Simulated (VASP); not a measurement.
Here is the system:

```
CELL_PARAMETERS angstrom
      4.28274     0.00000     0.00000
      0.00000     4.28274     0.00000
      0.00000     0.00000     4.28274
ATOMIC_POSITIONS crystal
  Ba 0.00000 0.00000 0.00000
  Hf 0.50000 0.50000 0.50000
  O  0.50000 0.00000 0.50000
  O  0.00000 0.50000 0.50000
  O  0.50000 0.50000 0.00000
```

The numbers are results of PW91 GGA, VASP's PBE PAW potentials (set 64) (plane waves; VASP 6.6.1), not measurements. Numerical set-up: 520 eV cut-off, 5×5×5 Γ-centred mesh, Gaussian smearing of 0.050 eV, potentials Ba_sv Hf_pv O.

Q: Give the stress tensor in GPa (positive for a compressed cell).

A: 
```
-8.23   0.00   0.00
 0.00  -8.23   0.00
 0.00   0.00  -8.23
```
The pressure is its mean diagonal, -8.23 GPa.

The compound is BaHfO3 in the cubic perovskite structure. This cell is one point of a volume scan, at 1.06 of the reference volume.
